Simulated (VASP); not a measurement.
```
CELL_PARAMETERS angstrom
      1.60093    -4.91694     0.00000
      1.60093     4.91694     0.00000
      0.00000     0.00000     4.03489
ATOMIC_POSITIONS crystal
  Hf 0.85960 0.13978 0.74521
  Hf 0.14608 0.86198 0.24917
  Ni 0.57669 0.40886 0.75596
  Ni 0.41764 0.58938 0.24965
```

All values below come from PBEsol GGA, VASP's PBE PAW potentials (set 64) (plane waves; VASP). Settings: 300 eV cut-off, 6×6×5 Γ-centred mesh, Fermi-Dirac smearing of 0.10 eV, potentials Hf_pv Ni.

At this cut-off the stress carries a Pulay error, which pulls relaxed volumes low. Unless said otherwise, spin-orbit coupling is left out, though it shifts the bands of the heavy elements here.

Problem. Predict the energy per atom (σ→0), pressure, largest force, band gap (on the k-mesh) with the smallest direct gap where there is one.

Solution. 
| Property | Result |
|---|---|
| band gap (on the k-mesh) | none (metal, semimetal or under 0.01 eV) |
| energy per atom (σ→0) | -8.847 eV/atom |
| pressure | -2.97 GPa |
| largest force | 0.297 eV/Å |

Only differences to runs with the same potentials and settings are physical.

The structure comes from a computed database's HfNi entry; how it stands against other phases isn't given here. The cell was not relaxed at this level, atoms are displaced from their ideal sites. The k-mesh is coarse (spacing up to 0.34 per Å, 2π included), so the numbers may not be converged in it. The run is not spin-polarised, so no magnetic state was tried.
